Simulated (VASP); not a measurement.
Input:

```
WTe2
1.0
    7.64209     0.00000     0.00000
    0.00000     3.62486     0.00000
    0.00000     0.00000     9.66226
W Te
4 8
Direct
  0.75035   0.25000   0.58753
  0.25035   0.25000   0.91247
  0.24965   0.75000   0.41247
  0.74965   0.75000   0.08753
  0.62508   0.25000   0.89417
  0.12508   0.25000   0.60583
  0.37492   0.75000   0.10583
  0.87492   0.75000   0.39417
  0.51059   0.25000   0.36384
  0.01059   0.25000   0.13616
  0.48941   0.75000   0.63616
  0.98941   0.75000   0.86384
```

Method: PBEsol GGA, VASP's PBE PAW potentials (set 64) (plane waves; VASP 6.6.1). Run with 400 eV cut-off, Gaussian smearing of 0.050 eV, potentials W_sv Te.

Q: Give the energies of bands 47 to 60 at the high-symmetry points, in eV from the Fermi level.

A: 
```csv
band,Γ,X,S,Y,Z,U,R,T
47,-1.07,-0.99,-2.16,-2.09,-1.17,-1.10,-1.88,-1.91
48,-1.06,-0.99,-2.16,-2.09,-1.17,-1.10,-1.88,-1.91
49,-0.76,-0.64,-0.50,-1.00,-1.00,-0.76,-0.52,-0.89
50,-0.73,-0.64,-0.50,-1.00,-1.00,-0.76,-0.52,-0.89
51,-0.15,-0.26,-0.50,0.12,0.22,-0.61,-0.52,0.41
52,0.16,-0.26,-0.50,0.12,0.22,-0.61,-0.52,0.41
53,0.22,-0.04,0.47,0.43,0.35,0.00,0.76,0.81
54,0.54,-0.04,0.47,0.43,0.35,0.00,0.76,0.81
55,0.61,0.83,0.47,0.98,0.42,1.29,0.76,1.07
56,0.70,0.83,0.47,0.98,0.42,1.29,0.76,1.07
57,1.03,1.32,1.07,1.16,1.13,1.39,1.08,1.23
58,1.24,1.32,1.07,1.16,1.13,1.39,1.08,1.23
59,1.49,1.87,1.07,1.16,1.57,1.50,1.08,1.41
60,1.70,1.87,1.07,1.16,1.57,1.50,1.08,1.41
```

It has no gap at this level: it comes out as a metal or semimetal.

The structure was generated: Te2W was put into the cotunnite type (Pnma), which need not be its known phase. It was relaxed first, which changed the volume by -26 %.
